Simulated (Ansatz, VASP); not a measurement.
# MnHg: VASP beside Ansatz

Contents of INCAR:

```
SYSTEM = MnHg
PREC = Accurate ; ENCUT = 520
EDIFF = 1E-7 ; ISMEAR = -1
SIGMA = 0.05 ; LREAL = .False.
LASPH = .True. ; NELM = 150
ALGO = Normal ; ISIF = 2
LWAVE = .False. ; LCHARG = .False.
ISPIN = 2 ; MAGMOM = 0 4
LORBIT = 11 ; LMAXMIX = 4
GGA = PE ; NBANDS = 24
```

KPOINTS

```
regular mesh
0
Gamma
  8 8 8
  0 0 0
```

Contents of POSCAR:

```
MnHg
1.0
    3.3524869601      0.0000000000      0.0000000000
    0.0000000000      3.3524869601      0.0000000000
    0.0000000000      0.0000000000      3.3779772807
Hg Mn
1 1
Direct
    0.0000000000      0.0000000000      0.0000000000
    0.5000000000      0.5000000000      0.5000000000
```

Contents of input.yaml:

```yaml
crystal:
  lattice:
    - [3.3524869601, 0.0, 0.0]
    - [0.0, 3.3524869601, 0.0]
    - [0.0, 0.0, 3.3779772807]
  atoms:
    - { symbol: Hg, position: [0.0, 0.0, 0.0] }
    - { symbol: Mn, position: [0.5, 0.5, 0.5], spin: 4.0 }
hamiltonian:
  xc: pbe
  pseudopotentials: { kind: paw }
magnetization:
  spin_polarized: true
kpoints:
  mp_grid: { grid: [8, 8, 8] }
scf:
  occupations: { method: fermi_dirac, width: 0.05 }
output:
  forces: true
  stress: true
  eigenvalues: true
```

Change from the starting cell: volume scaled by 1.06.

Alike in both runs: task single point; functional PBE; k mesh 8 × 8 × 8; occupations fermi-dirac, width 0.05 eV; collinear spin, ferromagnetic start.

|  | VASP | Ansatz |
| --- | --- | --- |
| version | VASP 6.6.1 | Ansatz 0.2.0 |
| potentials or method | VASP PAW PBE potentials, release 64 (Hg, Mn_pv) | Ansatz PAW |
| plane-wave cutoff (eV) | 520 | 420 |
| valence electrons in the cell | 25 | 35 |

VASP gave:

```
gap on the k mesh at the Fermi level (eV)                     : none
pressure (GPa)                                                : -2.0
largest component of the traceless stress (GPa)               : 0.11
net moment per atom (μB)                                      : 1.99
size of the moment on the site where the two differ most (μB) : 3.89
```

Task: Estimate Ansatz's values.

Result: gap on the k mesh at the Fermi level (eV): none; pressure (GPa): -2.3; largest component of the traceless stress (GPa): 0.10; net moment per atom (μB): 1.99; size of the moment on the site where the two differ most (μB): 3.96.

Site moments also hang on the region over which each program counts them. A gap of «none» marks a metal or a gap that the smearing closes. The two sets of potentials don't hold the same shells in valence.

Spin-orbit coupling is left out, which matters for the levels of Hg.
